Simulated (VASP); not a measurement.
Here is the system:

```yaml
crystal:
  lattice:
    - [2.98297, 0.00000, 0.00000]
    - [0.00000, 2.98297, 0.00000]
    - [0.00000, 0.00000, 23.71611]
  atoms:
    - { symbol: V, position: [0.50000, 0.00000, 0.34944] }
    - { symbol: V, position: [0.00000, 0.50000, 0.40455] }
    - { symbol: V, position: [0.50000, 0.00000, 0.46754] }
    - { symbol: V, position: [0.00000, 0.50000, 0.53246] }
    - { symbol: V, position: [0.50000, 0.00000, 0.59545] }
    - { symbol: V, position: [0.00000, 0.50000, 0.65056] }
```

Computed with r2SCAN meta-GGA, VASP's PBE PAW potentials (set 64) (plane waves; VASP 6.6.1). Numerical set-up: PREC = Normal, 400 eV cut-off, 9×9×1 Γ-centred mesh, first-order Methfessel-Paxton smearing of 0.10 eV, potentials V_sv.

### Question
What does the run give for the energy per atom (σ→0), band gap (on the k-mesh) with the smallest direct gap where there is one?

### Answer

| Property | Value |
|---|---|
| band gap (on the k-mesh) | none (metal, semimetal or under 0.01 eV) |
| energy per atom (σ→0) | -1318.0 kJ/mol-atom |

Only differences to runs with the same potentials and settings are physical.

The cell is a thin slab with vacuum, built from V (bcc): (100) face. The run is not spin-polarised, so no magnetic state was tried.
